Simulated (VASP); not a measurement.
Here is the system:

```yaml
crystal:
  lattice:
    - [3.90067, 0.00000, 0.00000]
    - [0.00000, 3.90067, 0.00000]
    - [0.00000, 0.00000, 3.90067]
  atoms:
    - { symbol: Sr, position: [0.00000, 0.00000, 0.00000] }
    - { symbol: Ti, position: [0.50000, 0.50000, 0.50000] }
    - { symbol: O, position: [0.50000, 0.00000, 0.50000] }
    - { symbol: O, position: [0.00000, 0.50000, 0.50000] }
    - { symbol: O, position: [0.50000, 0.50000, 0.00000] }
```

Computed with AM05 GGA, VASP's PBE PAW potentials (set 64) (plane waves; VASP). Run with 520 eV cut-off, Gaussian smearing of 0.050 eV, potentials Sr_sv Ti_sv O.

What does the run give for the band gap (along the path) with the smallest direct gap where there is one?

```
Item                                   Result
------------------------------------  -------
band gap (along the path)             1.81 eV
smallest direct gap (along the path)  2.16 eV
```

The absolute energy has meaning only against runs of the same code, potentials and settings.

The compound is SrTiO3 in the cubic perovskite structure, the ideal cubic form; the compound distorts at low or room temperature. It was relaxed first.
